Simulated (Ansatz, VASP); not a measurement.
# SiCCl2 (Cl-SiC-Cl chair, 1 layer) in two plane-wave programs, part 2 of 2

Wanted: the spread between two codes on one cell, functional and k mesh. Of the first pair: The structure shown is the start of the Ansatz relaxation below; VASP solves that cell, so the two are compared at the walk's first step.

VASP 6.6.1 and Ansatz 0.2.0.

So far: The starting structure; Ansatz: relaxation, PBE.

### Step 3. VASP: single point, PBE, start cell, pair 1

Level of this step: PBE; plane waves and PAW (Cl, C, Si) (VASP).

The same cell, functional, mesh and smearing now go to VASP, with its own data sets.

Lines of VASP's logs that name or quote its potential files are left out, and so is its time.

INCAR reads:

```
SYSTEM = SiCCl2
PREC = Accurate
ENCUT = 520
EDIFF = 1E-06
NELM = 120
ISMEAR = -1
SIGMA = 0.05
LREAL = .FALSE.
ALGO = Normal
GGA = PE
NBANDS = 17
LORBIT = 11
LWAVE = .FALSE.
LCHARG = .FALSE.
ISIF = 2
LDIPOL = .TRUE.
IDIPOL = 3
DIPOL = 0.5 0.5 0.495
LVHAR = .TRUE.
LASPH = .TRUE.
GGA_COMPAT = .FALSE.
EFERMI = MIDGAP
NELMDL = -8
```

POSCAR reads:

```
SiCCl2
1.0
    3.0855000000      0.0000000000      0.0000000000
   -1.5427500000      2.6721210000      0.0000000000
    0.0000000000      0.0000000000     19.5333330000
Cl C Si
2 1 1
Direct
    0.6666666667      0.3333333333      0.3839590509
    0.3333333334      0.6666666666      0.6160409491
    0.6666666667      0.3333333333      0.4750853323
    0.3333333334      0.6666666666      0.5069965786
```

KPOINTS reads:

```
Automatic mesh
0
Gamma
12 12 1
0 0 0
```

Potentials, in the order of the species: Cl, C and Si (PBE family, release 64).

Started as:

```bash
$ mpirun -np 1 vasp_std
```

Numbers of over 12 decimals in the logs are rounded to 6 here.

The log of the run:

```text
[banner, memory and clock lines left out]
running    1 mpi-ranks, on    1 nodes
 distrk:  each k-point on    1 cores,    1 groups
 distr:  one band on    1 cores,    1 groups

 POSCAR found type information on POSCAR ClC Si
 POSCAR found :  3 types and       4 ions
 LDA part: xc-table for (Slater+PW92), standard interpolation
 POSCAR, INCAR and KPOINTS ok, starting setup
 FFT: planning ... GRIDC
 FFT: planning ... GRID_SOFT
 FFT: planning ... GRID
 WAVECAR not read
 entering main loop
       N       E                     dE             d eps       ncg     rms          rms(c)
DAV:   1     0.174881196772E+03    0.17488E+03   -0.87025E+03   646   0.101E+03
DAV:   2     0.907077899260E+00   -0.17397E+03   -0.16760E+03   922   0.203E+02
DAV:   3    -0.199898547035E+02   -0.20897E+02   -0.20740E+02   787   0.829E+01
DAV:   4    -0.204536898809E+02   -0.46384E+00   -0.46299E+00   928   0.148E+01
DAV:   5    -0.204652978753E+02   -0.11608E-01   -0.11605E-01   962   0.225E+00
DAV:   6    -0.204656918738E+02   -0.39400E-03   -0.39395E-03   971   0.383E-01
DAV:   7    -0.204657032024E+02   -0.11329E-04   -0.11327E-04   948   0.562E-02
DAV:   8    -0.204657037761E+02   -0.57367E-06   -0.57364E-06   867   0.115E-02    0.154E+01
DAV:   9    -0.190093678104E+02    0.14563E+01   -0.26242E+00   848   0.117E+01    0.800E+00
DAV:  10    -0.189548198929E+02    0.54548E-01   -0.11243E+00   936   0.627E+00    0.268E+00
DAV:  11    -0.189336151685E+02    0.21205E-01   -0.91122E-02   929   0.197E+00    0.512E-01
DAV:  12    -0.189319967015E+02    0.16185E-02   -0.11973E-02   954   0.817E-01    0.321E-01
DAV:  13    -0.189316418647E+02    0.35484E-03   -0.19817E-03   972   0.288E-01    0.145E-01
DAV:  14    -0.189313927704E+02    0.24909E-03   -0.25969E-04   939   0.105E-01    0.352E-02
[...]
DAV:  18    -0.189318872008E+02   -0.47981E-04   -0.10639E-05   845   0.155E-02    0.473E-03
DAV:  19    -0.189319079433E+02   -0.20743E-04   -0.48926E-07   752   0.473E-03    0.266E-03
DAV:  20    -0.189319388252E+02   -0.30882E-04   -0.28126E-06   749   0.705E-03    0.173E-03
DAV:  21    -0.189319773025E+02   -0.38477E-04   -0.15753E-06   787   0.532E-03    0.104E-03
DAV:  22    -0.189319970151E+02   -0.19713E-04   -0.66533E-07   783   0.335E-03    0.106E-03
DAV:  23    -0.189320051843E+02   -0.81692E-05   -0.19096E-07   718   0.186E-03    0.469E-04
DAV:  24    -0.189320091048E+02   -0.39205E-05   -0.14588E-07   699   0.149E-03    0.462E-04
DAV:  25    -0.189320093980E+02   -0.29319E-06   -0.11808E-08   729   0.504E-04
   1 F= -.18932009E+02 E0= -.18932009E+02  d E =-.232468E-08
```

OUTCAR, selected parts (step 3):

```text
ion  position               nearest neighbor table
   1  0.667  0.333  0.384-   3 1.78
   2  0.333  0.667  0.616-   4 2.13
   3  0.667  0.333  0.475-   1 1.78   4 1.89   4 1.89   4 1.89
   4  0.333  0.667  0.507-   3 1.89   3 1.89   3 1.89   2 2.13

  LATTYP: Found a hexagonal cell.
 ALAT       =     3.0855000000
 C/A-ratio  =     6.3306864366

 Subroutine GETGRP returns: Found  6 space group operations
 (whereof  6 operations were pure point group operations)

The static configuration has the point symmetry C_3v.

 Found     19 irreducible k-points:

   k-points           NKPTS =     19   k-points in BZ     NKDIM =     19   number of bands    NBANDS=     17

   dimension x,y,z NGX =    24 NGY =   24 NGZ =  150
   dimension x,y,z NGXF=    48 NGYF=   48 NGZF=  300

   ENCUT  =  520.0 eV  38.22 Ry    6.18 a.u.   5.74  5.74 36.32*2*pi/ulx,y,z

   NELECT =      22.0000    total number of electrons

 k-points in reciprocal lattice and weights: Automatic mesh
   0.00000000  0.00000000  0.00000000       0.007
   0.08333333 -0.00000000  0.00000000       0.042
   0.16666667 -0.00000000  0.00000000       0.042
   0.25000000 -0.00000000  0.00000000       0.042
   0.33333333 -0.00000000  0.00000000       0.042
   0.41666667 -0.00000000  0.00000000       0.042
   0.50000000 -0.00000000  0.00000000       0.021
   0.08333333  0.08333333  0.00000000       0.042
   0.16666667  0.08333333  0.00000000       0.083
[...]
0.33333333  0.25000000  0.00000000       0.083
   0.33333333  0.33333333  0.00000000       0.014

 dipolmoment           0.000000      0.000000      0.030926 electrons x Angstroem

 average (electrostatic) potential at core
       1 -97.0715       2 -96.4337       3 -56.2718       4 -91.0966

 E-fermi :  -0.0891

 k-point     1 :       0.0000    0.0000    0.0000
  band No.  band energies     occupation
    ...
      7      -4.0047      2.00000
      8      -1.6653      2.00000
      9      -1.6653      2.00000
     10      -0.9602      2.00000
     11      -0.9602      2.00000
     12       0.7426      0.00000
     13       2.9111      0.00000
     14       3.3967      0.00000
     15       4.2315      0.00000
     16       4.4668      0.00000
    ...

 k-point     2 :       0.0833   -0.0000    0.0000
  band No.  band energies     occupation
    ...
      7      -4.1303      2.00000
      8      -2.0671      2.00000
      9      -1.7522      2.00000
     10      -1.3460      2.00000
     11      -1.0385      2.00000
     12       0.8697      0.00000
     13       3.2816      0.00000
     14       3.5042      0.00000
     15       4.3456      0.00000
     16       4.5829      0.00000
    ...

 k-point     3 :       0.1667   -0.0000    0.0000
  band No.  band energies     occupation
    ...
      7      -4.4464      2.00000
      8      -3.0104      2.00000
      9      -2.2754      2.00000
     10      -1.9756      2.00000
     11      -1.2413      2.00000
     12       1.1471      0.00000
     13       3.4083      0.00000
     14       3.7524      0.00000
     15       4.6333      0.00000
     16       4.9120      0.00000
    ...

  Total        6.5638396      6.5638377     -2.9561174     -0.0000000      0.0000000      0.0000000
  in kB       65.2995997     65.2995809    -29.4085922     -0.0000000      0.0000000      0.0000000
  external PRESSURE =      33.7301962 kB  Pullay stress =       0.0000000 kB

  energy-cutoff  :      520.00
  volume of cell :      161.05
      direct lattice vectors                 reciprocal lattice vectors
     3.085500000  0.000000000  0.000000000     0.324096581  0.187117275  0.000000000
    -1.542750000  2.672121000  0.000000000     0.000000000  0.374234550  0.000000000
     0.000000000  0.000000000 19.533333000     0.000000000  0.000000000  0.051194540

 POSITION                                       TOTAL-FORCE (eV/Angst)
 -----------------------------------------------------------------------------------
      1.54275      0.89071      7.50000         0.000000      0.000000     -0.444694
      0.00000      1.78141     12.03333         0.000000     -0.000000     -1.614536
      1.54275      0.89071      9.28000        -0.000000     -0.000000      0.893824
      0.00000      1.78141      9.90333         0.000000     -0.000000      1.165406
 -----------------------------------------------------------------------------------
    total drift:                               -0.000001      0.000008      0.000065

  FREE ENERGIE OF THE ION-ELECTRON SYSTEM (eV)
  ---------------------------------------------------
  free  energy   TOTEN  =       -18.9320093980 eV

  energy  without entropy=      -18.9320093956  energy(sigma->0) =      -18.93200940

 vacuum level on the upper side and lower side of the slab         4.390         3.712

 total charge
# of ion       s       p       d       tot
------------------------------------------
    1        1.613   3.515   0.000   5.128
    2        1.612   3.530   0.000   5.142
    3        0.834   1.644   0.000   2.478
    4        0.714   0.923   0.000   1.637
--------------------------------------------------
tot          4.773   9.611   0.000  14.385

[... 3 further parts left out ...]
```

### Step 4. Side by side

Known differences besides the potentials themselves: the cutoff is 420 eV in Ansatz and 520 eV in VASP. Total energies have different zeros and are not compared.

Forces (eV/Å; atoms numbered as in POSCAR):

```csv
atom,"Ansatz x, y, z","VASP x, y, z"
Cl1,"0.000, 0.000, -0.544","0.000, 0.000, -0.445"
Cl2,"0.000, 0.000, -1.577","0.000, 0.000, -1.615"
C3,"0.000, 0.000, 0.985","0.000, 0.000, 0.894"
Si4,"0.000, 0.000, 1.136","0.000, 0.000, 1.165"
```

The forces differ by 41 meV/Å r.m.s., which is 6.4 % of the r.m.s. force of 0.643 eV/Å (both taken over all components). With vacuum in the cell, a pressure given here is an average over mostly empty space and none of the material.

### Step 5. Ansatz: relaxation, PBE

This run makes the geometry at which the two programs are then compared.

The structure compared here is the end of the Ansatz relaxation.

input.yaml reads:

```yaml
crystal:
  lattice:
    - [3.0855, 0.0, 0.0]
    - [-1.54275, 2.6721213834, 0.0]
    - [0.0, 0.0, 19.5333333333]
  atoms:
    - { symbol: Cl, position: [0.6666666667, 0.3333333333, 0.3839590444] }
    - { symbol: C, position: [0.6666666667, 0.3333333333, 0.4750853242] }
    - { symbol: Si, position: [0.3333333333, 0.6666666667, 0.506996587] }
    - { symbol: Cl, position: [0.3333333333, 0.6666666667, 0.6160409556] }
kpoints:
  mp_grid: { grid: [12, 12, 1] }
hamiltonian:
  xc: pbe
scf:
  occupations: { method: fermi_dirac, width: 0.05 }
  convergence: { dr2_threshold: 1.0e-08 }
efield:
  axis: 3
  dipole_correction: true
  ramp_position: 0.97
  ramp_width: 0.04
relax:
  f_tol: 0.01
  cell: { fix: [c, alpha, beta] }
output:
  write_potential: true
  write_density: true
  volumetric_format: npy
```

Started as:

```bash
$ ansatz run input.yaml --threads 2 --pin off --max-ram 4096MiB --backend cpu --events-out ev --progress --plain --runs-dir out
```

The log of the run:

```text
[...]
Crystal: 4 atoms, lattice volume = 161.049 Å³
Basis set: ecut = 420 eV, 3161 PW (Γ), exchange–correlation on 48×48×270 points (8 copies of the dense FFT grid, shifted against one another)
[...]
cell:  # Å, volume = 181.5560 Å³
    - [3.276059, 0.0, 0]
    - [-1.638030, 2.837151, 0]
    - [0, 0, 19.5333333333]
  atoms:
    - { symbol: Cl, position: [0.666667, 0.333333, 0.384829] }
    - { symbol: C, position: [0.666667, 0.333333, 0.478799] }
    - { symbol: Si, position: [0.333333, 0.666667, 0.506846] }
    - { symbol: Cl, position: [0.333333, 0.666667, 0.611608] }
[key lines of the parts left out:]
SCF converged after 4 iterations
Free energy (F): -3046.808836 eV
Fermi energy:    -0.283406 eV
Dipole field:    D = -0.008460 V/Å  (p = -0.008489 e·Å, saw-weighted, corrected)
Work function:   Φ+ = 4.5264 eV   Φ− = 4.3612 eV
P = ⅓ Tr σ = 0.0018 GPa (0.018 kbar)
```

### Step 6. VASP: single point, PBE, relaxed cell, pair 2

The same cell, functional, mesh and smearing now go to VASP, with its own data sets.

INCAR: that of step 3 with these lines changed.

```diff
@@ -2,3 +2,3 @@
 PREC = Accurate
-ENCUT = 520
+ENCUT = 600
 EDIFF = 1E-06
```

POSCAR reads:

```
SiCCl2
1.0
    3.2760593763      0.0000000000      0.0000000000
   -1.6380296882      2.8371506442      0.0000000000
    0.0000000000      0.0000000000     19.5333333333
Cl C Si
2 1 1
Direct
    0.6666666667      0.3333333333      0.3848292835
    0.3333333334      0.6666666666      0.6116075774
    0.6666666667      0.3333333333      0.4787989100
    0.3333333334      0.6666666666      0.5068461403
```

KPOINTS is that of step 3.

Started as:

```bash
$ mpirun -np 1 vasp_std
```

The log of the run:

```text
[... set-up lines as in an earlier step ...]
 entering main loop
       N       E                     dE             d eps       ncg     rms          rms(c)
DAV:   1     0.183345664214E+03    0.18335E+03   -0.89860E+03   646   0.112E+03
DAV:   2     0.396741615087E+01   -0.17938E+03   -0.17347E+03   929   0.202E+02
DAV:   3    -0.200351246707E+02   -0.24003E+02   -0.23865E+02   818   0.863E+01
DAV:   4    -0.205678030086E+02   -0.53268E+00   -0.53138E+00   938   0.156E+01
[...]
DAV:  24    -0.194088036279E+02   -0.44820E-05   -0.11515E-07   793   0.130E-03    0.202E-04
DAV:  25    -0.194088053307E+02   -0.17028E-05   -0.47500E-08   718   0.773E-04    0.720E-05
DAV:  26    -0.194088056882E+02   -0.35749E-06   -0.10846E-08   745   0.362E-04
   1 F= -.19408806E+02 E0= -.19408806E+02  d E =-.145950E-10
```

Parts of OUTCAR (step 6):

```text
  Total       -0.0375365     -0.0375365     -0.2529777      0.0000000      0.0000000      0.0000000
  in kB       -0.3312480     -0.3312480     -2.2324527      0.0000000      0.0000000      0.0000000
  external PRESSURE =      -0.9649829 kB  Pullay stress =       0.0000000 kB

 POSITION                                       TOTAL-FORCE (eV/Angst)
 -----------------------------------------------------------------------------------
      1.63803      0.94572      7.51700        -0.000000     -0.000000      0.072212
      0.00000      1.89143     11.94673         0.000000      0.000000     -0.050069
      1.63803      0.94572      9.35254        -0.000000      0.000000     -0.080631
      0.00000      1.89143      9.90039        -0.000000      0.000000      0.058488
 -----------------------------------------------------------------------------------
    total drift:                               -0.000000      0.000000     -0.000081

  FREE ENERGIE OF THE ION-ELECTRON SYSTEM (eV)
  ---------------------------------------------------
  free  energy   TOTEN  =       -19.4088056882 eV

  energy  without entropy=      -19.4088056881  energy(sigma->0) =      -19.40880569

[... 1 part as in an earlier step ...]

[... 2 further parts left out ...]
[key lines of the parts left out:]
E-fermi :  -0.7884
```

### Step 7. Side by side

What differs besides the data sets and the points named for the pairs above, as far as they apply: the cutoff is 420 eV in Ansatz and 600 eV in VASP; Ansatz's pressure holds a Pulay correction, VASP's none. Total energies have different zeros and are not compared.

The two programs side by side:

```csv
quantity,Ansatz,VASP,difference
pressure (GPa),0.00,-0.10,+0.10
gap on the k mesh (eV),2.235,2.254,-0.020
```

Forces (eV/Å; atoms numbered as in POSCAR):

```csv
atom,"Ansatz x, y, z","VASP x, y, z"
Cl1,"0.000, 0.000, -0.001","0.000, 0.000, 0.072"
Cl2,"0.000, 0.000, 0.000","0.000, 0.000, -0.050"
C3,"0.000, 0.000, 0.000","0.000, 0.000, -0.081"
Si4,"0.000, 0.000, 0.001","0.000, 0.000, 0.058"
```

The forces differ by 38 meV/Å r.m.s., where the r.m.s. force is 0.000 eV/Å in Ansatz and 0.038 eV/Å in VASP: the atoms lie near their places of rest in Ansatz, so a percentage would say little (all taken over all components). A gap on the mesh is an upper bound, since the band edges may lie between its points. With vacuum in the cell, a pressure given here is an average over mostly empty space and none of the material.

### Step 8. Results

| Property | Result |
| --- | --- |
| r.m.s. force difference (single point, PBE, start cell, pair 1) | 6.4 % of the r.m.s. force |
| r.m.s. force difference (single point, PBE, relaxed cell, pair 2) | 38 meV/Å |

The r.m.s. force difference is 38 meV/Å (single point, PBE, relaxed cell, pair 2), beyond the 12 meV/Å picked in this series as the mark of a large difference. What causes the difference of the single point, PBE, start cell, pair 1 pair stays open here. What causes the difference of the single point, PBE, relaxed cell, pair 2 pair stays open here. Such differences can come from data sets, numerical settings and the points named under the comparisons, not from the functional's error against experiment.

[Lines on the potential files, build, host, timing and source positions are cut from VASP's logs without a mark.]

[Logs are printed without paths, hosts, clocks, repeated set-up lines and the standing remarks that a program may print on its own settings, such as how far it seeks lower states.]

[Hosts, paths, dates, database ids (printed as entryN), source tags and the programs' standing remarks are cut or masked in the printed files.]
